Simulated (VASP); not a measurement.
**BAs (space group F-43m): computed properties**

The numbers are results of r2SCAN meta-GGA, VASP's PBE PAW potentials (set 64) (plane waves; VASP), not measurements.

- space group = F-43m (216)
- cell = a = b = c = 4.7864 Å, α = β = γ = 90.00°
- volume per atom = 13.71 Å³/atom
- band gap (over mesh and band path) = 1.38 eV
- smallest direct gap (over mesh and band path) = 3.44 eV
- band-edge character without spin-orbit coupling = indirect, Γ to Γ-X at 0.78
- band gap with spin-orbit coupling = 1.33 eV
- density = 5.19 g/cm³
- mean ε∞ (independent particles) = 9.26

```
CELL_PARAMETERS angstrom
      0.00000     2.39320     2.39320
      2.39320     0.00000     2.39320
      2.39320     2.39320     0.00000
ATOMIC_POSITIONS crystal
  B  0.25000 0.25000 0.25000
  As 0.00000 0.00000 0.00000
```

The structure comes from a computed database's BAs entry (F-43m); how it stands against other phases isn't given here. It was relaxed first. Symmetry was kept, so distortions that lower it aren't found.
